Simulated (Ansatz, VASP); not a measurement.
## Li16TeS7 (a cell with a defect): VASP beside Ansatz

```xyz
24
Lattice="0.0000 5.6703 5.6703 5.6703 0.0000 5.6703 5.6703 5.6703 0.0000" Properties=species:S:1:pos:R:3 pbc="T T T"
Li    4.2640    4.2640    4.2640
Li    7.0766    7.0766    4.2640
Li    7.0766    4.2640    7.0766
Li    9.8435    7.1675    7.1675
Li    4.2640    7.0766    7.0766
Li    7.1675    9.8435    7.1675
Li    7.1675    7.1675    9.8435
Li    9.8435    9.8435    9.8435
Li    1.4972    1.4972    1.4972
Li    4.1732    4.1732    1.4972
Li    4.1732    1.4972    4.1732
Li    7.0766    4.2640    4.2640
Li    1.4972    4.1732    4.1732
Li    4.2640    7.0766    4.2640
Li    4.2640    4.2640    7.0766
Li    7.0766    7.0766    7.0766
Te    0.0000    0.0000    0.0000
S     2.8352    2.8352    0.0000
S     2.8352    0.0000    2.8352
S     5.6703    2.8352    2.8352
S     0.0000    2.8352    2.8352
S     2.8352    5.6703    2.8352
S     2.8352    2.8352    5.6703
S     5.6703    5.6703    5.6703
```

Alike in both runs: functional PBE; k mesh 3 × 3 × 3; occupations fermi-dirac, width 0.01 eV; no spin polarisation.

Ansatz relaxed the structure, and its values are those at the end. VASP's run is a single point on that final structure, the one shown.

```csv
,VASP,Ansatz
version,VASP 6.6.1,Ansatz 0.2.0
potentials or method,"VASP PAW PBE potentials, release 64 (Li_sv, Te, S)","plane-wave PAW, scalar-relativistic"
plane-wave cutoff (eV),520,420
valence electrons in the cell,96,106
```

```csv
,VASP,Ansatz,Ansatz less VASP
gap on the k mesh at the Fermi level (eV),2.61,2.61,+0.005
rms of the force components (eV/Å),0.016,0.016,-0.0003
```

The two sets of potentials don't hold the same shells in valence. Ansatz warned: «gradients_without_spin_orbit».

Caveats: spin-orbit coupling is left out, which moves the levels of the heavy elements. As with any semilocal functional, this PBE gap is likely too small.
